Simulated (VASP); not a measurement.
Collinear spin orders of FePt (L1_0), each at the geometry relaxed in the ferromagnetic state (one order's cell is shown).

Input:

```
FePt
1.0
    2.73225     0.00000     0.00000
    0.00000     2.73225     0.00000
    0.00000     0.00000     3.72574
Fe Pt
1 1
Direct
  0.00000   0.00000   0.00000
  0.50000   0.50000   0.50000
```
Starting moments (μB, in the order of the record's atoms Fe Pt): 3.3 0.0.

Method: r2SCAN meta-GGA, VASP's PBE PAW potentials (set 64) (plane waves; VASP). Run with 400 eV cut-off, 14×14×10 Γ-centred mesh, Gaussian smearing of 0.050 eV, potentials Fe Pt.

The cells have different k-meshes, which leaves a few meV/atom of noise.

Task: Which of these orders lies lowest, and by how much: moments alternating along a3 (doubled cell); ferromagnetic; moments alternating along a1 (doubled cell)?

Result: The order «ferromagnetic» lies lowest, by 13.1 meV/atom.
```
order                                        energy over the lowest (meV/atom)  largest site moment (μB)
-------------------------------------------  ---------------------------------  ------------------------
moments alternating along a3 (doubled cell)                               13.1                      3.27
ferromagnetic                                                              0.0                      3.25
moments alternating along a1 (doubled cell)                               27.4                      3.27
```

The compound is FePt in the L1_0 structure. It was relaxed first.
